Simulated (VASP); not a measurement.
```
CELL_PARAMETERS angstrom
      1.77821    -3.07996     0.00000
      1.77821     3.07996     0.00000
      0.00000     0.00000     5.52227
ATOMIC_POSITIONS crystal
  Tm 0.33333 0.66667 0.25000
  Tm 0.66667 0.33333 0.75000
```

Level of theory: r2SCAN meta-GGA, VASP's PBE PAW potentials (set 64) (plane waves; VASP). Run with 480 eV cut-off, 12×12×6 Γ-centred mesh, first-order Methfessel-Paxton smearing of 0.10 eV, potentials Tm_3.

The 4f electrons are frozen in the core of the lanthanide potential, so 4f levels, which can set the real gap, and their magnetism are missing.

Each row applies one change to this cell, which was relaxed at other settings and keeps the small stress of the first row; at a fixed cut-off the stress holds a Pulay part, so it need not integrate to ΔE exactly. Stress is in GPa, positive when the cell is compressed.

| change | ΔE (meV/atom) | σxx | σyy | σzz | largest shear component, with its sign (GPa) | largest force (eV/Å) |
|---|---|---|---|---|---|---|
| none | 0.0 | 0.10 | 0.10 | -0.21 | 0.00 | 0.000 |
| isotropic strain of -2.0 % | (withheld) | (withheld) | (withheld) | (withheld) | (withheld) | (withheld) |
| atom 2 (Tm) moved by 0.025 Å along z | 0.8 | 0.10 | 0.10 | -0.19 | 0.00 | 0.123 |
| biaxial strain of -0.5 % in the yz plane | 0.3 | 0.34 | 0.72 | 0.34 | 0.00 | 0.008 |
| uniaxial strain of -1.5 % along z | 1.2 | 0.44 | 0.44 | 1.19 | 0.00 | 0.000 |
| biaxial strain of -2.0 % in the yz plane | (withheld) | (withheld) | (withheld) | (withheld) | (withheld) | (withheld) |

### Question
What belongs in the gaps?

### Answer

- isotropic strain of -2.0 %, ΔE (meV/atom): 16.0
- isotropic strain of -2.0 %, σxx: 3.37
- isotropic strain of -2.0 %, σyy: 3.37
- isotropic strain of -2.0 %, σzz: 2.77
- isotropic strain of -2.0 %, largest shear component, with its sign (GPa): 0.00
- isotropic strain of -2.0 %, largest force (eV/Å): 0.000
- biaxial strain of -2.0 % in the yz plane, ΔE (meV/atom): 8.3
- biaxial strain of -2.0 % in the yz plane, σxx: 1.10
- biaxial strain of -2.0 % in the yz plane, σyy: 2.71
- biaxial strain of -2.0 % in the yz plane, σzz: 2.23
- biaxial strain of -2.0 % in the yz plane, largest shear component, with its sign (GPa): 0.00
- biaxial strain of -2.0 % in the yz plane, largest force (eV/Å): 0.033

Failed runs are left out, and for metals the shear rows, which the mesh's noise covers.

The compound is Tm in the hcp structure.
